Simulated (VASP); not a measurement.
Level of theory: PBE GGA, VASP's PBE PAW potentials (set 64) (plane waves; VASP).

VASP ran on this input.

### POSCAR
```
Sc
1
    1.6585090239    -2.8726218071    -0.0000000000
    1.6585090239     2.8726218071     0.0000000000
    0.0000000000    -0.0000000000     5.1621778717
Sc
2
Direct
  0.3333330000   0.6666670000   0.2500000000
  0.6666670000   0.3333330000   0.7500000000
```

**INCAR**
```
PREC  =  Accurate
NELM  =  100
SYSTEM  =  Sc
LREAL  =  F   ! projection in real space or not
LWAVE  =  F
ENCUT  =  500
LASPH  =  T   ! aspherical one-centre terms
NSW  =  40   ! most ionic steps
ISMEAR  =  1
SIGMA  =  0.1   ! width (eV)
LMAXMIX  =  4   ! l cut-off of mixed one-centre charges
GGA  =  PE   ! PBE
EDIFF  =  1E-6
ALGO  =  Normal
EDIFFG  =  -0.02
IBRION  =  2   ! conjugate gradients
ISIF  =  3
LCHARG  =  F
```

File KPOINTS:
```
K-points
0
gamma
  13 13 7
0 0 0
```

POTCAR, in this order: Sc_sv (PBE.64 set). Program: vasp_std.

What VASP printed:

OSZICAR:
```
       N       E                     dE             d eps       ncg     rms          rms(c)
DAV:   1     0.386637098618E+03    0.38664E+03   -0.10886E+04  2528   0.151E+03
DAV:   2     0.101535074712E+02   -0.37648E+03   -0.37210E+03  3473   0.665E+02
DAV:   3    -0.135364890320E+02   -0.23690E+02   -0.23245E+02  4253   0.188E+02
DAV:   4    -0.138763918764E+02   -0.33990E+00   -0.33550E+00  3869   0.222E+01
DAV:   5    -0.138831002138E+02   -0.67083E-02   -0.67067E-02  4186   0.298E+00    0.761E+00
DAV:   6    -0.126631806572E+02    0.12199E+01   -0.28643E+00  3157   0.221E+01    0.227E+00
DAV:   7    -0.125082981596E+02    0.15488E+00   -0.69440E-01  3318   0.993E+00    0.865E-01
DAV:   8    -0.124982729024E+02    0.10025E-01   -0.28142E-02  3493   0.251E+00    0.239E-01
DAV:   9    -0.124968832114E+02    0.13897E-02   -0.78376E-03  3334   0.109E+00    0.212E-02
DAV:  10    -0.124968987501E+02   -0.15539E-04   -0.13007E-04  4269   0.178E-01    0.728E-03
DAV:  11    -0.124968950195E+02    0.37306E-05   -0.21663E-06  2695   0.234E-02    0.225E-03
DAV:  12    -0.124968963479E+02   -0.13284E-05   -0.54816E-07  2058   0.160E-02    0.981E-04
DAV:  13    -0.124968960828E+02    0.26516E-06   -0.17374E-07  1904   0.823E-03
   1 F= -.12496896E+02 E0= -.12496318E+02  d E =-.124969E+02
       N       E                     dE             d eps       ncg     rms          rms(c)
DAV:   1    -0.124978039191E+02   -0.90757E-03   -0.37878E-02  3476   0.396E+00    0.201E-01
DAV:   2    -0.124970652725E+02    0.73865E-03   -0.34653E-03  3668   0.101E+00    0.712E-02
DAV:   3    -0.124969735159E+02    0.91757E-04   -0.32795E-04  4158   0.255E-01    0.291E-02
DAV:   4    -0.124969652541E+02    0.82618E-05   -0.24596E-05  4579   0.680E-02    0.401E-03
DAV:   5    -0.124969653826E+02   -0.12845E-06   -0.68979E-07  1890   0.132E-02
   2 F= -.12496965E+02 E0= -.12496404E+02  d E =-.692998E-04
```

**OUTCAR**
```
------------------------ aborting loop because EDIFF is reached ----------------------------------------
  FORCE on cell =-STRESS in cart. coord.  units (eV):
  Direction    XX          YY          ZZ          XY          YZ          ZX
  --------------------------------------------------------------------------------------
  Total        0.0056851      0.0056851     -0.0204930     -0.0000000     -0.0000000      0.0000000
  in kB        0.1848421      0.1848421     -0.6662985     -0.0000000     -0.0000000      0.0000000
  external PRESSURE =      -0.0988714 kB  Pullay stress =       0.0000000 kB
  volume of cell :       49.28
      direct lattice vectors                 reciprocal lattice vectors
     1.660364577 -2.875835718  0.000000000     0.301138682 -0.173862504  0.000000000
     1.660364577  2.875835718  0.000000000     0.301138682  0.173862504  0.000000000
     0.000000000  0.000000000  5.159999764    -0.000000000  0.000000000  0.193798458
 POSITION                                       TOTAL-FORCE (eV/Angst)
 -----------------------------------------------------------------------------------
      1.66036      0.95861      1.29000         0.000000      0.000000      0.000000
      1.66036     -0.95861      3.87000         0.000000     -0.000000      0.000000
 -----------------------------------------------------------------------------------
    total drift:                               -0.000124      0.000692     -0.000015
  FREE ENERGIE OF THE ION-ELECTRON SYSTEM (eV)
  ---------------------------------------------------
  free  energy   TOTEN  =       -12.4969653826 eV

  energy  without entropy=      -12.4952827293  energy(sigma->0) =      -12.49640450

 reached required accuracy - stopping structural energy minimisation
```
(Selected blocks of OUTCAR.)

File CONTCAR:
```
Sc
   1.00000000000000
     1.6603645765181951   -2.8758357182184660    0.0000000000000000
     1.6603645765181951    2.8758357182184660    0.0000000000000000
     0.0000000000000000    0.0000000000000000    5.1599997644936186
  Sc
     2
Direct
     0.3333330000000032    0.6666669999999968    0.2500000000000000
     0.6666669999999968    0.3333330000000032    0.7500000000000000
```

OUTCAR:
```
 val. band max:        3.6815555193   @ k =   0.1538   0.0769   0.1429

 cond. band min:       3.6974479817   @ k =   0.3846   0.0769   0.4286


 Fermi energy:         3.6878861435

 k-point     1 :       0.0000    0.0000    0.0000
  band No.  band energies     occupation
      1     -45.7378      2.00000
      2     -45.6661      2.00000
      3     -24.5653      2.00000
      4     -24.2281      2.00000
      5     -24.2281      2.00000
      6     -24.1606      2.00000
      7     -24.1606      2.00000
      8     -24.1276      2.00000
      9      -1.4474      2.00000
     10       2.0510      2.00000
     11       4.3121     -0.00000
     12       5.2679     -0.00000
     13       5.2679     -0.00000
     14       5.5441     -0.00000
     15       5.7205      0.00000

 k-point     2 :       0.0769    0.0000    0.0000
  band No.  band energies     occupation
      1     -45.7350      2.00000
      2     -45.6652      2.00000
      3     -24.5575      2.00000
      4     -24.2426      2.00000
      5     -24.2332      2.00000
      6     -24.1760      2.00000
      7     -24.1625      2.00000
      8     -24.1313      2.00000
      9      -1.3188      2.00000
     10       2.1573      2.00000
     11       4.1951     -0.00000
     12       5.0390     -0.00000
     13       5.3609     -0.00000
     14       5.6327     -0.00000
     15       5.7150      0.00000

 k-point     3 :       0.1538    0.0000    0.0000
  band No.  band energies     occupation
      1     -45.7273      2.00000
      2     -45.6628      2.00000
      3     -24.5352      2.00000
      4     -24.2830      2.00000
      5     -24.2470      2.00000
      6     -24.2178      2.00000
      7     -24.1678      2.00000
      8     -24.1424      2.00000
      9      -0.9435      2.00000
     10       2.4466      2.00000
     11       3.9175     -0.00548
     12       4.6403     -0.00000
     13       5.4307     -0.00000
     14       5.6322     -0.00000
     15       5.6763     -0.00000
...
```

The compound is Sc in the hcp structure. This run relaxes it. Symmetry was kept, so distortions that lower it aren't found.
